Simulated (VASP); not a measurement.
# BeZn2Se3 (Cmc2_1) in VASP: notebook, part 2 of 2

VASP 6.6.1. The steps go on from the part before.

## (3) Equation of state, PBE, 20.70 Å³/atom (volume scaled by 0.97)

File INCAR:

```
PREC = Accurate
ENCUT = 520
EDIFF = 1E-6
ISMEAR = 0
SIGMA = 0.03
LREAL = False
LASPH = True
NELM = 100
ALGO = Normal
ISIF = 4
LWAVE = False
LCHARG = False
GGA = PE
IBRION = 2
NSW = 30
EDIFFG = -0.02
KPAR = 4
```

File KPOINTS:

```
Automatic mesh
0
Gamma
  4 4 4
```

File POSCAR:

```
BeZn2Se3
1.0
    5.8140488728     -3.3580221016      0.0000000000
    5.8140488728      3.3580221016      0.0000000000
    0.0000000000      0.0000000000      6.3616012181
Be Zn Se
2 4 6
Direct
    0.8416970000      0.1583030000      0.0002020000
    0.1583030000      0.8416970000      0.5002020000
    0.4934170000      0.8318020000      0.0034300000
    0.1681980000      0.5065830000      0.0034300000
    0.5065830000      0.1681980000      0.5034300000
    0.8318020000      0.4934170000      0.5034300000
    0.5243990000      0.1649870000      0.8888030000
    0.8350130000      0.4756010000      0.8888030000
    0.1439430000      0.8560570000      0.8550930000
    0.1649870000      0.5243990000      0.3888030000
    0.4756010000      0.8350130000      0.3888030000
    0.8560570000      0.1439430000      0.3550930000
```

Potentials or basis: VASP PAW PBE potentials, release 64 (Be, Zn, Se).

On the command line:

```sh
> cat potpaw_PBE.64/Be/POTCAR potpaw_PBE.64/Zn/POTCAR potpaw_PBE.64/Se/POTCAR > POTCAR
> mpirun -np 4 vasp_std > vasp.out
```

Wall time 2.5 min (4 MPI ranks of Intel Xeon Platinum 8375C at 2.90GHz (Ice Lake), shared host); peak memory 0.5 GiB.

The run converged. Its results:

| Property | Result |
| --- | --- |
| Free energy | -41.6470 eV |
| Pressure | 2.0 GPa |
| Largest force | 0.008 eV/Å |
| Band gap on the k mesh | 2.11 eV, direct |

## (4) Equation of state, PBE, 21.98 Å³/atom (volume scaled by 1.03)

INCAR is that of step 3.

KPOINTS is that of step 3.

POSCAR: that of step 3 with these lines changed.

```diff
@@ -2,5 +2,5 @@
 1.0
-    5.8140488728     -3.3580221016      0.0000000000
-    5.8140488728      3.3580221016      0.0000000000
-    0.0000000000      0.0000000000      6.3616012181
+    5.9315360594     -3.4258792142      0.0000000000
+    5.9315360594      3.4258792142      0.0000000000
+    0.0000000000      0.0000000000      6.4901530493
 Be Zn Se
```

On the command line:

```sh
> cat potpaw_PBE.64/Be/POTCAR potpaw_PBE.64/Zn/POTCAR potpaw_PBE.64/Se/POTCAR > POTCAR
> mpirun -np 4 vasp_std > vasp.out
```

Wall time 2.1 min (4 MPI ranks of Intel Xeon Platinum 8375C at 2.90GHz (Ice Lake), shared host); peak memory 0.51 GiB.

It converged, with:

| Item | Value |
| --- | --- |
| Free energy | -41.6498 eV |
| Pressure | -1.7 GPa |
| Largest force | 0.016 eV/Å |
| Band gap on the k mesh | 1.83 eV, direct |

## (5) Equation of state, PBE, 20.06 Å³/atom (volume scaled by 0.94)

INCAR is that of step 4.

KPOINTS is that of step 4.

POSCAR: that of step 4 with these lines changed.

```diff
@@ -2,5 +2,5 @@
 1.0
-    5.9315360594     -3.4258792142      0.0000000000
-    5.9315360594      3.4258792142      0.0000000000
-    0.0000000000      0.0000000000      6.4901530493
+    5.7534814592     -3.3230401607      0.0000000000
+    5.7534814592      3.3230401607      0.0000000000
+    0.0000000000      0.0000000000      6.2953297194
 Be Zn Se
```

On the command line:

```sh
> cat potpaw_PBE.64/Be/POTCAR potpaw_PBE.64/Zn/POTCAR potpaw_PBE.64/Se/POTCAR > POTCAR
> mpirun -np 4 vasp_std > vasp.out
```

It took 2.2 min on 4 MPI ranks of Intel Xeon Platinum 8375C at 2.90GHz (Ice Lake), shared host; peak memory 0.49 GiB.

Results (log left out):

```
Free energy            : -41.4961 eV
Pressure               : 4.3 GPa
Largest force          : 0.015 eV/Å
Band gap on the k mesh : 2.26 eV, direct
```

## (6) Equation of state, PBE, 22.62 Å³/atom (volume scaled by 1.06)

INCAR is that of step 5.

KPOINTS is that of step 5.

POSCAR: that of step 5 with these lines changed.

```diff
@@ -2,5 +2,5 @@
 1.0
-    5.7534814592     -3.3230401607      0.0000000000
-    5.7534814592      3.3230401607      0.0000000000
-    0.0000000000      0.0000000000      6.2953297194
+    5.9885735590     -3.4588223814      0.0000000000
+    5.9885735590      3.4588223814      0.0000000000
+    0.0000000000      0.0000000000      6.5525621956
 Be Zn Se
```

Potentials or basis: VASP PAW PBE potentials, release 64 (Be, Zn, Se).

On the command line:

```sh
> cat potpaw_PBE.64/Be/POTCAR potpaw_PBE.64/Zn/POTCAR potpaw_PBE.64/Se/POTCAR > POTCAR
> mpirun -np 4 vasp_std > vasp.out
```

Wall time 2.9 min (4 MPI ranks of Intel Xeon Platinum 8375C at 2.90GHz (Ice Lake), shared host); peak memory 0.54 GiB.

The run converged. Its results:

* Free energy: -41.5304 eV
* Pressure: -3.2 GPa
* Largest force: 0.012 eV/Å
* Band gap on the k mesh: 1.71 eV, direct

## (7) Equation of state, PBE, 19.42 Å³/atom (volume scaled by 0.91)

INCAR is that of step 6.

KPOINTS is that of step 6.

POSCAR: that of step 6 with these lines changed.

```diff
@@ -2,5 +2,5 @@
 1.0
-    5.9885735590     -3.4588223814      0.0000000000
-    5.9885735590      3.4588223814      0.0000000000
-    0.0000000000      0.0000000000      6.5525621956
+    5.6916112721     -3.2873057766      0.0000000000
+    5.6916112721      3.2873057766      0.0000000000
+    0.0000000000      0.0000000000      6.2276327553
 Be Zn Se
```

On the command line:

```sh
> cat potpaw_PBE.64/Be/POTCAR potpaw_PBE.64/Zn/POTCAR potpaw_PBE.64/Se/POTCAR > POTCAR
> mpirun -np 4 vasp_std > vasp.out
```

Wall time 3 min (4 MPI ranks of Intel Xeon Platinum 8375C at 2.90GHz (Ice Lake), shared host); peak memory 0.49 GiB.

Results (log left out):

```yaml
Free_energy: -41.2224 eV
Pressure: 7.1 GPa
Largest_force: 0.015 eV/Å
Band_gap_on_the_k_mesh: 2.41 eV, direct
```

## (8) Equation of state, PBE, 23.26 Å³/atom (volume scaled by 1.09)

INCAR is that of step 7.

KPOINTS is that of step 7.

POSCAR: that of step 7 with these lines changed.

```diff
@@ -2,5 +2,5 @@
 1.0
-    5.6916112721     -3.2873057766      0.0000000000
-    5.6916112721      3.2873057766      0.0000000000
-    0.0000000000      0.0000000000      6.2276327553
+    6.0445447803     -3.4911496979      0.0000000000
+    6.0445447803      3.4911496979      0.0000000000
+    0.0000000000      0.0000000000      6.6138046443
 Be Zn Se
```

On the command line:

```sh
> cat potpaw_PBE.64/Be/POTCAR potpaw_PBE.64/Zn/POTCAR potpaw_PBE.64/Se/POTCAR > POTCAR
> mpirun -np 4 vasp_std > vasp.out
```

Run time: 3.1 min. Hardware: 4 MPI ranks of Intel Xeon Platinum 8375C at 2.90GHz (Ice Lake), shared host; peak memory 0.55 GiB.

Results (log left out):

- Free energy: -41.3461 eV
- Pressure: -4.5 GPa
- Largest force: 0.013 eV/Å
- Band gap on the k mesh: 1.59 eV, direct
